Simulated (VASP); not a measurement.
# Which phase of BN is lowest?

Which of 3 structures of BN is lowest in energy, and does the functional change the order? Phases are named by their space groups. The structure below is that of the P6_3mc phase.

Main program and level: VASP 6.6.1; LDA; plane waves and PAW (B, N), in the first sound run; inputs show where later runs differ.

Report form: the programs' logs are mostly left out.

The database entry behind the starting cell has ideal inner coordinates that were not refined, so it need not match the best structure at ambient conditions.

## 1. The structure

Symmetry: P6_3mc, No. 186, hexagonal system. Conventional cell: a = 2.536 Å, b = 2.536 Å, c = 4.199 Å, α = 90.00°, β = 90.00°, γ = 120.00°. Nearest to B lie 4 N at 1.56 to 1.57 Å. Nearest to N lie 4 B at 1.56 to 1.57 Å. Farther neighbours and most contacts between anions are not listed.

Coordinates:

```cif
data_structure
_symmetry_space_group_name_H-M 'P 1'
_symmetry_Int_Tables_number 1
_cell_length_a 2.5360
_cell_length_b 2.5360
_cell_length_c 4.1990
_cell_angle_alpha 90.000
_cell_angle_beta 90.000
_cell_angle_gamma 120.000
_cell_volume 23.39
loop_
_atom_site_label
_atom_site_type_symbol
_atom_site_fract_x
_atom_site_fract_y
_atom_site_fract_z
_atom_site_occupancy
B1 B 0.66667 0.33333 0.00000 1
B2 B 0.33333 0.66667 0.50000 1
N3 N 0.66667 0.33333 0.37500 1
N4 N 0.33333 0.66667 0.87500 1
```

## 2. Relax the crystal, LDA

One member in full, the P6_3mc phase: cell and atoms relax with the symmetry of the start.

This step took 2 runs in a row; the last is shown.

Level: LDA; plane waves and PAW (B, N).

File INCAR:

```
SYSTEM = BN
PREC = Accurate
ENCUT = 520
EDIFF = 1E-07
NELM = 120
ISMEAR = 0
SIGMA = 0.02
LREAL = .FALSE.
ALGO = Normal
GGA = CA
NBANDS = 14
LASPH = .TRUE.
LORBIT = 11
LWAVE = .FALSE.
LCHARG = .FALSE.
KPAR = 4
IBRION = 2
NSW = 60
ISIF = 3
EDIFFG = -0.01
POTIM = 0.4
```

File POSCAR:

```
BN
1.0
    2.5252868253      0.0000000000      0.0000000000
   -1.2626434126      2.1869625345      0.0000000000
    0.0000000000      0.0000000000      4.1783352782
B N
2 2
Direct
    0.6666666670      0.3333333330      0.0002768212
    0.3333333330      0.6666666670      0.5002768212
    0.6666666670      0.3333333330      0.3747231788
    0.3333333330      0.6666666670      0.8747231788
```

File KPOINTS:

```
Automatic mesh
0
Gamma
11 11 6
0 0 0
```

Potentials, in the order of the species: B and N (LDA family, release 64).

On the command line:

```console
> mpirun -np 4 vasp_std
```

Wall time 5.4 s (4 MPI ranks of AMD EPYC 7R43, shared host); peak memory 0.39 GiB.

Read from the output:

| Quantity | Value |
| --- | --- |
| energy(sigma→0) of the program | -38.7558 eV |
| stress, compression positive | xx, yy, zz 0.00, 0.00, 0.01 GPa |
| volume | 23.076 Å³ |
| ionic steps | 1 |

## 3. Energy at another level, r2SCAN

The relaxed cell is held, and its energy is taken at another level.

Level: r2SCAN; plane waves and PAW (B, N).

File INCAR:

```
SYSTEM = BN
PREC = Accurate
ENCUT = 520
EDIFF = 1E-06
NELM = 100
ISMEAR = 0
SIGMA = 0.02
LREAL = .FALSE.
ALGO = Normal
METAGGA = R2SCAN
LASPH = .TRUE.
NBANDS = 14
LORBIT = 11
LWAVE = .FALSE.
LCHARG = .FALSE.
KPAR = 4
```

POSCAR is that of step 2.

KPOINTS is that of step 2.

On the command line:

```console
> mpirun -np 4 vasp_std
```

Wall time 22 s (4 MPI ranks); peak memory 0.41 GiB.

Read from the output:

```
energy(sigma→0) of the program : -74.4256 eV
stress, compression positive   : xx, yy, zz 9.44, 9.44, 9.21 GPa
```

The run ends at a pressure of 9.36 GPa, with forces up to 0.0028 eV/Å.

## 4. Energy at another level, r2SCAN+rVV10

Level: r2SCAN with rVV10; plane waves and PAW (B, N).

Changes to INCAR since step 3:

```diff
@@ -10,2 +10,6 @@
 METAGGA = R2SCAN
+LUSE_VDW = .TRUE.
+IVDW_NL = 2
+BPARAM = 11.95
+CPARAM = 0.0093
 LASPH = .TRUE.
```

POSCAR is that of step 3.

KPOINTS is that of step 3.

On the command line:

```console
> mpirun -np 4 vasp_std
```

Wall time 34 s (4 MPI ranks); peak memory 0.67 GiB; 2.2 min of CPU time.

Numbers from this step:

```
energy(sigma→0) of the program : -74.2286 eV
stress, compression positive   : xx, yy, zz 8.49, 8.49, 8.38 GPa
```

The run ends at a pressure of 8.45 GPa, with forces up to 0.0067 eV/Å.

## 5. Energy at another level, PBE

Level: PBE; plane waves and PAW (B, N).

File INCAR:

```
SYSTEM = BN
PREC = Accurate
ENCUT = 520
EDIFF = 1E-06
NELM = 100
ISMEAR = 0
SIGMA = 0.02
LREAL = .FALSE.
ALGO = Normal
GGA = PE
NBANDS = 14
LASPH = .TRUE.
LORBIT = 11
LWAVE = .FALSE.
LCHARG = .FALSE.
KPAR = 4
```

POSCAR is that of step 4.

KPOINTS is that of step 4.

On the command line:

```console
> mpirun -np 4 vasp_std
```

Wall time 5.4 s (4 MPI ranks); peak memory 0.43 GiB; 19 s of CPU time.

This run gave:

| Item | Value |
| --- | --- |
| energy(sigma→0) of the program | -35.0113 eV |
| stress, compression positive | xx, yy, zz 13.17, 13.17, 12.83 GPa |

The run ends at a pressure of 13.05 GPa, with forces up to 0.0097 eV/Å.

## 6. Gap at another level, HSE06

A hybrid functional for the gap, on a coarser mesh.

Level: HSE06; plane waves and PAW (B, N).

File INCAR:

```
SYSTEM = BN
PREC = Accurate
ENCUT = 520
EDIFF = 1E-05
NELM = 100
ISMEAR = 0
SIGMA = 0.02
LREAL = .FALSE.
ALGO = Normal
LHFCALC = .TRUE.
AEXX = 0.25
GGA = PE
HFSCREEN = 0.2
LASPH = .TRUE.
NBANDS = 12
PRECFOCK = Fast
LWAVE = .FALSE.
LCHARG = .FALSE.
KPAR = 4
```

POSCAR is that of step 5.

File KPOINTS:

```
Automatic mesh
0
Gamma
6 6 3
0 0 0
```

On the command line:

```console
> mpirun -np 4 vasp_std
```

Elapsed: 47 s, on 4 MPI ranks; peak memory 0.76 GiB.

Numbers from this step:

| Property | Result |
| --- | --- |
| energy(sigma→0) of the program | -40.8249 eV |

## 7. All members

Notes on database entries: that of P6_3mc BN has ideal inner coordinates that were not refined.

Hybrid runs start from orbitals of a short LDA run, not shown.

Runs beyond LDA use the data sets made with LDA; this shifts their levels slightly, and their total energies have another zero.

The other members went through these steps as far as the tables show, with one cutoff; 16 runs are not shown. The session took 0.38 core hours (wall time by ranks) on a shared machine.

Energies from the F-43m phase; other levels are single points on the cells relaxed at LDA; gaps on the mesh.

```csv
phase,atoms,space group at the start,space group relaxed,volume (Å³/f.u.),"energy, LDA (meV/f.u.)","energy, r2SCAN (meV/f.u.)","energy, r2SCAN+rVV10 (meV/f.u.)","energy, PBE (meV/f.u.)"
F-43m,2,216,216,11.5,0.0,0.0,0.0,0.0
P6_3mc,4,186,186,11.5,36.0,38.6,39.1,34.6
P6_3/mmc,4,194,194,17.3,123.7,-127.8,-56.7,-125.6
```

```csv
phase,"gap, LDA (eV)","gap, r2SCAN (eV)","gap, r2SCAN+rVV10 (eV)","gap, PBE (eV)","gap, HSE06 (eV)"
F-43m,4.48,5.12,5.07,4.59,5.83
P6_3mc,5.09,5.85,5.80,5.31,6.49
P6_3/mmc,4.12,4.92,4.89,4.31,5.59
```

## 8. Results

| Item | Value |
| --- | --- |
| lowest at LDA | F-43m, 36.0 meV/f.u. under P6_3mc |
| lowest at r2SCAN | P6_3/mmc, 127.8 meV/f.u. under F-43m |
| lowest at r2SCAN+rVV10 | P6_3/mmc, 56.7 meV/f.u. under F-43m |
| lowest at PBE | P6_3/mmc, 125.6 meV/f.u. under F-43m |

The single points sit under pressure or tension of up to 13.2 GPa in size, which can shift small margins between phases of unlike volume. The levels disagree on the lowest phase: F-43m and P6_3/mmc. Meshes were set by a spacing in reciprocal space, rounded up for each cell and run, and were not tested; margins of about 10 meV per atom that involve metallic or gapless phases need denser ones. Dielectric columns are linear response at the first level, on meshes of their own. Gaps are read on meshes, which differ between HSE06 and the other levels; a mesh can miss an edge by tenths of an eV or hide bands that touch, as in a semimetal. Only the first level is at its own zero pressure; the others are single points under whatever pressure they find in these cells, which can shift small differences. Vibrations, surfaces and strain are left out.

[Lines on the potential files, build, host, timing and source positions are cut from VASP's logs without a mark.]

[Logs are printed without paths, hosts, clocks, repeated set-up lines and the standing remarks that a program may print on its own settings, such as how far it seeks lower states.]

[Hosts, paths, dates, database ids (printed as entryN), source tags and the programs' standing remarks are cut or masked in the printed files.]
